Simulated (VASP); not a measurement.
# MgBe (Pm-3m) in VASP: further runs, part 2 of 2

VASP 6.6.1. Earlier steps stand in the parts before.

**4. Relaxation of cell and atoms, r2SCAN+D4**

Contents of INCAR:

```
SYSTEM = MgBe
  ALGO = Normal
  EDIFF = 1E-6
  EDIFFG = -0.005
  ENCUT = 600
  IBRION = 2
  ISIF = 3
  ISMEAR = 1
  IVDW = 13
  LASPH = .TRUE.
  LCHARG = .FALSE.
  LMIXTAU = .TRUE.
  LREAL = .FALSE.
  LWAVE = .FALSE.
  METAGGA = R2SCAN
  NELM = 60
  NSW = 60
  PREC = Accurate
  SIGMA = 0.1
  VDW_A1 = 0.51559235
  VDW_A2 = 5.77342911
  VDW_S6 = 1.0
  VDW_S8 = 0.6018749
```

Contents of KPOINTS:

```
k-points
0
G
  9 9 9
  0 0 0
```

Contents of POSCAR:

```
MgBe
1.0
    2.9023522700      0.0000000000      0.0000000000
    0.0000000000      2.9023522700      0.0000000000
    0.0000000000      0.0000000000      2.9023522700
Mg Be
1 1
Direct
    0.5000000000      0.5000000000      0.5000000000
    0.0000000000      0.0000000000      0.0000000000
```

Potentials or basis: VASP PAW PBE potentials, release 64 (Mg, Be).

Run with:

```console
cat potpaw_PBE.64/Mg/POTCAR potpaw_PBE.64/Be/POTCAR > POTCAR
mpirun -np 1 vasp_std > vasp.out
```

OUTCAR:

```text
SYSTEM = MgBe
   EDIFF = 1E-6
   EDIFFG = -0.005
   ENCUT = 600
   IBRION = 2
   ISIF = 3
   ISMEAR = 1
   IVDW = 13
   LASPH = .TRUE.
   LREAL = .FALSE.
   METAGGA = R2SCAN
   NELM = 60
   NSW = 60
   PREC = Accurate

 ion  position               nearest neighbor table
   1  0.500  0.500  0.500-   2 2.51   2 2.51   2 2.51   2 2.51   2 2.51   2 2.51   2 2.51   2 2.51

   2  0.000  0.000  0.000-   1 2.51   1 2.51   1 2.51   1 2.51   1 2.51   1 2.51   1 2.51   1 2.51

  LATTYP: Found a simple cubic cell.
 ALAT       =     2.9023522700

  Lattice vectors:

 A1 = (   2.9023522700,   0.0000000000,   0.0000000000)
 A2 = (   0.0000000000,   2.9023522700,   0.0000000000)
 A3 = (   0.0000000000,   0.0000000000,   2.9023522700)

Analysis of symmetry for initial positions (statically):
=====================================================================
 Subroutine PRICEL returns:
 Original cell was already a primitive cell.

 Routine SETGRP: Setting up the symmetry group for a
 simple cubic supercell.

 Subroutine GETGRP returns: Found 48 space group operations
 (whereof 48 operations were pure point group operations)
 out of a pool of 48 trial point group operations.

The static configuration has the point symmetry O_h .

Analysis of symmetry for dynamics (positions and initial velocities):
=====================================================================
 Subroutine PRICEL returns:
 Original cell was already a primitive cell.

 Routine SETGRP: Setting up the symmetry group for a
 simple cubic supercell.
[... 148 lines left out ...]

 Free energy of the ion-electron system (eV)
  ---------------------------------------------------
  ext. energy  EPLUGINS =         0.00000000
  ---------------------------------------------------
  free energy    TOTEN  =        -7.53801598 eV

  energy without entropy =       -7.53660171  energy(sigma->0) =       -7.53754456

------------------------ aborting loop because EDIFF is reached ----------------------------------------

  DFT-D4 for vdW energy calculation

  Edisp (eV):   -0.08255
[... 71 lines left out ...]
--------------------------------------- Ionic step        3  -------------------------------------------

 number of electron       4.0000000 magnetization

 Free energy of the ion-electron system (eV)
  ---------------------------------------------------
  ext. energy  EPLUGINS =         0.00000000
  ---------------------------------------------------
  free energy    TOTEN  =        -7.72670306 eV

  energy without entropy =       -7.72519100  energy(sigma->0) =       -7.72619904

 E-fermi :   4.1787     XC(G=0): -10.0068

 val. band max:        4.1008936522   @ k =   0.2222   0.1111   0.0000
 cond. band min:       4.1960522066   @ k =   0.4444   0.4444   0.3333
 fundamental gap:      0.0951585544
 Fermi energy:         4.1787431892

 k-point     1 :       0.0000    0.0000    0.0000
  band No.  band energies     occupation
      1      -5.0088      2.00000
      2       8.4718      0.00000
      3       8.4718      0.00000
      4       8.4718      0.00000
      5      10.5161      0.00000
      6      10.5161      0.00000
[... 199 lines left out ...]
 k-point    24 :       0.4444    0.3333    0.1111
  band No.  band energies     occupation
      1      -0.2126      2.00000
      2       1.3599      2.00000
      3       4.7732     -0.00000
      4       7.5164      0.00000
      5      10.6121      0.00000
      6      13.9559      0.00000

 [... further k-points ...]

------------------------ aborting loop because EDIFF is reached ----------------------------------------

  DFT-D4 for vdW energy calculation

  Edisp (eV):   -0.06997
[... 25 lines left out ...]
  FREE ENERGIE OF THE ION-ELECTRON SYSTEM (eV)
  ---------------------------------------------------
  free  energy   TOTEN  =        -7.7966768360 eV

  energy  without entropy=       -7.7951647798  energy(sigma->0) =       -7.79617282

 reached required accuracy - stopping structural energy minimisation
```

CONTCAR:

```text
MgBe
   1.00000000000000
     3.0668736633653757   -0.0000000000000000   -0.0000000000000000
    -0.0000000000000000    3.0668736633653757    0.0000000000000000
     0.0000000000000000   -0.0000000000000000    3.0668736633653757
  Mg              Be
     1     1
Direct
     0.5000000000000000    0.5000000000000000    0.5000000000000000
     0.0000000000000000    0.0000000000000000    0.0000000000000000

  0.00000000E+00  0.00000000E+00  0.00000000E+00
  0.00000000E+00  0.00000000E+00  0.00000000E+00
```

Wall time 22 s (1 thread of Intel Xeon 6975P-C (Granite Rapids), shared host); peak memory 0.14 GiB.

What came out:

```
Free energy                            : -7.7967 eV
Relaxed volume                         : 14.42 Å³/atom
Relaxed cell                           : a = 3.067 Å, b = 3.067 Å, c = 3.067 Å, α = 90.00°, β = 90.00°, γ = 90.00°
Space group after relaxing (to 0.05 Å) : Pm-3m (No. 221)
Energy gained by relaxing              : 88.1 meV/atom
Ionic steps                            : 3
Pressure after relaxing                : 0.0 GPa
Band gap on the k mesh                 : none (metal or under the smearing width)
Dispersion energy per atom             : -0.035 eV
```

Step by step:
```
step  energy change (eV)  largest force (eV/Å)  pressure (GPa)  volume (Å³)
   1              0.0000                0.0000           14.67        24.45
   2             -0.1758                0.0000            0.47        28.63
   3             -0.1761                0.0000           -0.02        28.85
```

Final structure:
```
CELL_PARAMETERS angstrom
3.06687 0.00000 0.00000
0.00000 3.06687 0.00000
0.00000 0.00000 3.06687
ATOMIC_POSITIONS crystal
Mg 0.50000 0.50000 0.50000
Be 0.00000 0.00000 0.00000
```

Caveat: the volume moved by over 15 % at a fixed basis, so the end points are rough; the PAW data sets were made with another functional, which shifts forces and pressure a little; pairwise dispersion overbinds metals, which lowers pressure and volume.

**5. Overview**

```tsv
level	gap on the mesh (eV)	pressure (GPa)	relaxed volume (Å³/atom)
r2SCAN	none	0.0	14.51
MS2	none	-0.1	14.33
r2SCAN+D4	none	0.0	14.42
```

Alike in all rows: task relaxation of cell and atoms; potentials or basis VASP PAW PBE potentials, release 64 (Mg, Be); no spin polarisation; cell relaxed; k mesh 9 × 9 × 9; cutoff (eV) 600; smearing methfessel-paxton 0.1 eV.

Caveats: the volume moved by over 15 % at a fixed basis, so the end points are rough; the PAW data sets were made with another functional, which shifts forces and pressure a little; pairwise dispersion overbinds metals, which lowers pressure and volume (some runs).

Absolute energies hang on the potentials; compare differences alone.
